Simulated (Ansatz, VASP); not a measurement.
**Two plane-wave programs on GaBO6**

Contents of INCAR:

```
SYSTEM = GaBO6
  PREC = Accurate
  ENCUT = 520
  EDIFF = 1E-6
  ISMEAR = 0
  SIGMA = 0.1
  LREAL = .False.
  LASPH = .True.
  NELM = 100
  ALGO = Normal
  ISIF = 2
  LWAVE = .False.
  LCHARG = .False.
  GGA = PE
  NBANDS = 36
```

The input KPOINTS:

```
regular mesh
0
Gamma
  4 4 4
  0 0 0
```

The input POSCAR:

```
GaBO6
1.0
    0.0000000000      3.6370054700      3.6370054700
    3.6370054700      0.0000000000      3.6370054700
    3.6370054700      3.6370054700      0.0000000000
Ga B O
1 1 6
Direct
    0.5000000000      0.5000000000      0.5000000000
    0.0000000000      0.0000000000      0.0000000000
    0.8023148100      0.1976851900      0.1976851900
    0.1976851900      0.8023148100      0.8023148100
    0.1976851900      0.8023148100      0.1976851900
    0.8023148100      0.1976851900      0.8023148100
    0.1976851900      0.1976851900      0.8023148100
    0.8023148100      0.8023148100      0.1976851900
```

Input for Ansatz:

```yaml
crystal:
  lattice:
    - [0.0, 3.63700547, 3.63700547]
    - [3.63700547, 0.0, 3.63700547]
    - [3.63700547, 3.63700547, 0.0]
  atoms:
    - { symbol: Ga, position: [0.5, 0.5, 0.5] }
    - { symbol: B, position: [0.0, 0.0, 0.0] }
    - { symbol: O, position: [0.80231481, 0.19768519, 0.19768519] }
    - { symbol: O, position: [0.19768519, 0.80231481, 0.80231481] }
    - { symbol: O, position: [0.19768519, 0.80231481, 0.19768519] }
    - { symbol: O, position: [0.80231481, 0.19768519, 0.80231481] }
    - { symbol: O, position: [0.19768519, 0.19768519, 0.80231481] }
    - { symbol: O, position: [0.80231481, 0.80231481, 0.19768519] }
basis:
  ecutwfc: 420
kpoints:
  mp_grid: { grid: [4, 4, 4] }
hamiltonian:
  xc: pbe
scf:
  occupations: { method: gaussian, width: 0.1 }
  lower_state_search: "off"
output:
  forces: true
  stress: true
  eigenvalues: true
```

Alike in both runs: task single point; functional PBE; k mesh 4 × 4 × 4; occupations gaussian, width 0.1 eV; no spin polarisation.

|  | VASP | Ansatz |
| --- | --- | --- |
| version | VASP 6.6.1 | Ansatz 0.2.0 |
| potentials or method | VASP PAW PBE potentials, release 64 (Ga_d, B, O) | scalar-relativistic, plane waves, PAW |
| plane-wave cutoff (eV) | 520 | 420 |
| valence electrons in the cell | 52 | 52 |

```csv
,VASP,Ansatz,Ansatz less VASP
gap on the k mesh at the Fermi level (eV),0.93,0.92,-0.003
least direct gap on the mesh (eV),1.08,1.07,-0.003
pressure (GPa),13.7,13.5,-0.24
rms of the force components (eV/Å),3.023,2.988,-0.0347
```

Atom by atom the forces differ by 0.035 eV/Å (rms over components).

Caveats: forces of over 1 eV/Å show positions far from the minimum, so gaps and moduli don't describe the material at rest. A k mesh can miss the band edges.
